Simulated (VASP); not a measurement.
VASP input:

**INCAR**
```
SYSTEM = Li2S
PREC = Accurate
ENCUT = 520
EDIFF = 1E-6
NELM = 100
ALGO = Normal
LREAL = .FALSE.
LASPH = .TRUE.
ISMEAR = 0
SIGMA = 0.05
GGA = PE
LWAVE = .FALSE.
LCHARG = .FALSE.
ISIF = 2
```

### POSCAR
```
Li2S
1.0
  0.0000000000   2.8310980000   2.8421360000
  2.9406400000   0.0000000000   2.8421360000
  2.9406400000   2.8310980000   0.0000000000
Li S
2 1
Direct
  0.2500000000   0.2500000000   0.2500000000
  0.7500000000   0.7500000000   0.7500000000
 -0.0070120000   0.0070120000   0.0070120000
```

**KPOINTS**
```
Automatic mesh
0
Gamma
6 6 6
0 0 0
```

POTCAR, in this order: Li_sv S (PBE.64 set). Program: vasp_std.

**Question.** Write an equivalent input for Quantum ESPRESSO's pw.x.

**Answer.** One equivalent input (not run):
```
&CONTROL
  calculation = 'scf'
  pseudo_dir = './pseudo'
  outdir = './out'
  tprnfor = .true.
  tstress = .true.
/
&SYSTEM
  ibrav = 0
  nat = 3
  ntyp = 2
  ecutwfc = 74
  occupations = 'smearing'
  smearing = 'gaussian'
  degauss = 0.003675
  input_dft = 'pbe'
/
&ELECTRONS
  conv_thr = 7.3e-08
  electron_maxstep = 100
/
ATOMIC_SPECIES
  Li 6.940 Li.upf
  S 32.060 S.upf
CELL_PARAMETERS angstrom
     0.0000000    2.8310980    2.8421360
     2.9406400    0.0000000    2.8421360
     2.9406400    2.8310980    0.0000000
ATOMIC_POSITIONS crystal
  Li   0.2500000  0.2500000  0.2500000
  Li   0.7500000  0.7500000  0.7500000
  S   -0.0070120  0.0070120  0.0070120
K_POINTS automatic
  6 6 6 0 0 0
```
What does not carry over: the potentials are each code's own (VASP's PAW set, PseudoDojo norm-conserving files in pw.x), so ENCUT and ecutwfc are chosen apart and not converted; conv_thr bounds pw.x's estimated SCF error, while EDIFF bounds the energy change between steps.

The compound is Li2S in the antifluorite structure. The cell was not relaxed at this level, atoms are displaced from their ideal sites.
